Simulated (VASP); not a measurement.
Energy against volume of Ni$_{3}$Al (L1_2). These are r2SCAN meta-GGA, VASP's PBE PAW potentials (set 64) (plane waves; VASP 6.6.1) values and carry that method's errors. Numerical set-up: 520 eV cut-off, 9×9×9 Γ-centred mesh, first-order Methfessel-Paxton smearing of 0.10 eV, potentials Al Ni.

```json
[
 {"V (Å³/atom)": "10.307", "E (eV/atom)": "-11.04743"},
 {"V (Å³/atom)": "10.636", "E (eV/atom)": "-11.06891"},
 {"V (Å³/atom)": "10.965", "E (eV/atom)": "-11.07573"},
 {"V (Å³/atom)": "11.294", "E (eV/atom)": "-11.07011"}
]
```

Problem. Fit these four points and predict the energy of the run at 11.623 Å³/atom.

Solution. A cubic in V^(−2/3), the third-order Birch-Murnaghan form, passes through the four points with V0 = 10.97 Å³/atom and B0 = 201 GPa, and gives -11.0539 eV/atom there. The run gave -11.0539 eV/atom, +0.0 meV/atom from the fit; all five points give B0 = 201 GPa.

The compound is Ni3Al in the L1_2 structure. It was relaxed first.
